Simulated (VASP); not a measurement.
Runs of VASP 6.6.1 on As. The structure is trigonal, space group R-3m (No. 166). Conventional cell: a = 3.789 Å, b = 3.789 Å, c = 10.081 Å, α = 90.00°, β = 90.00°, γ = 120.00°. As (site symmetry 3m) has 3 As at 2.54 Å as nearest neighbours. 

| task | level | potentials or basis | spin | cell | cutoff (eV) | k mesh for the DOS | occupations for the DOS | pressure (GPa) | largest force (eV/Å) |
| --- | --- | --- | --- | --- | --- | --- | --- | --- | --- |
| band structure | PBE | VASP PAW PBE potentials, release 64 (As) | SOC, no magnetisation | R-3m, 20.89 Å³/atom | 520 | - | - | 3.4 | 0.01 |
| band structure | LDA | VASP PAW LDA potentials, release 64 (As) | off | R-3m, 20.89 Å³/atom | 520 | - | - | -1.7 | 0.10 |
| band structure | r2SCAN | VASP PAW PBE potentials, release 64 (As) | off | R-3m, 20.89 Å³/atom | 520 | - | - | (a) | 0.27 |
| relaxation of cell and atoms | PBE+D3(BJ) | VASP PAW PBE potentials, release 64 (As) | off | relaxed | 600 | - | - | 0.0 | - |
| band structure | PBE | VASP PAW PBE potentials, release 64 (As) | off | R-3m, 20.89 Å³/atom | 520 | - | - | 3.4 | 0.01 |

Alike in all rows: k mesh 12 × 12 × 12; smearing methfessel-paxton 0.1 eV.

**Question.** Estimate the missing entries.

**Answer.** (a) 1.3.

Caveats: the PAW data sets were made with another functional, which shifts forces and pressure a little (some runs); pairwise dispersion overbinds metals, which lowers pressure and volume (some runs).
